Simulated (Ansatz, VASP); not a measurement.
HfZrS3 in VASP and in Ansatz

INCAR

```
SYSTEM = HfZrS3
PREC = Accurate ; ENCUT = 600
EDIFF = 1E-7 ; ISMEAR = 0
SIGMA = 0.1 ; LREAL = .False.
LASPH = .True. ; NELM = 100
ALGO = Normal ; ISIF = 3
LWAVE = .False. ; LCHARG = .False.
GGA = PE ; IBRION = 2
NSW = 90 ; EDIFFG = -0.04
```

File KPOINTS:

```
regular mesh
0
Gamma
  6 6 2
  0 0 0
```

Contents of POSCAR:

```
HfZrS3
1.0
    3.3964192004      0.0000000000      0.0000000000
    0.0000000000      3.3964192004      0.0000000000
    0.0000000000      0.0000000000      9.6162782646
Zr Hf S
1 1 3
Direct
    0.5000000000      0.5000000000      0.0000000000
    0.5000000000      0.5000000000      0.5000000000
    0.0000000000      0.0000000000      0.8512776088
    0.0000000000      0.0000000000      0.1487223912
    0.0000000000      0.0000000000      0.5000000000
```

Input for Ansatz:

```yaml
crystal:
  lattice:
    - [3.3964192004, 0.0, 0.0]
    - [0.0, 3.3964192004, 0.0]
    - [0.0, 0.0, 9.6162782646]
  atoms:
    - { symbol: Zr, position: [0.5, 0.5, 0.0] }
    - { symbol: Hf, position: [0.5, 0.5, 0.5] }
    - { symbol: S, position: [0.0, 0.0, 0.8512776088] }
    - { symbol: S, position: [0.0, 0.0, 0.1487223912] }
    - { symbol: S, position: [0.0, 0.0, 0.5] }
basis:
  ecutwfc: 420
kpoints:
  mp_grid: { grid: [6, 6, 2] }
hamiltonian:
  xc: pbe
scf:
  occupations: { method: gaussian, width: 0.1 }
  lower_state_search: "off"
output:
  forces: true
  stress: true
  eigenvalues: true
relax:
  adjacent_minimum: "off"
  f_tol: 0.04
  max_steps: 70
  cell: { stress_tol: 0.4 }
```

Alike in both runs: task relaxation of cell and atoms; functional PBE; k mesh 6 × 6 × 2; occupations gaussian, width 0.1 eV; no spin polarisation.

|  | VASP | Ansatz |
| --- | --- | --- |
| version | VASP 6.6.1 | Ansatz 0.2.0 |
| potentials or method | VASP PAW PBE potentials, release 64 (Zr_sv, Hf_pv, S) | scalar-relativistic, plane waves, PAW |
| plane-wave cutoff (eV) | 600 | 420 |
| valence electrons in the cell | 40 | 56 |

```csv
,VASP,Ansatz,Ansatz less VASP
"gap on the k mesh at the Fermi level, each at its own relaxed structure (eV)",none,none,-
relaxed volume (Å³/atom),21.93,21.94,+0.015
relaxed cell length with the largest relative difference (Å),9.495,9.498,+0.0030
```

A gap of «none» marks a metal or a gap that the smearing closes. The two sets of potentials don't hold the same shells in valence.

Caveats: this functional lacks dispersion, which binds the layers, so the pressure and a relaxed spacing across them are unreliable. Spin-orbit coupling is left out, which matters for the levels of Hf.
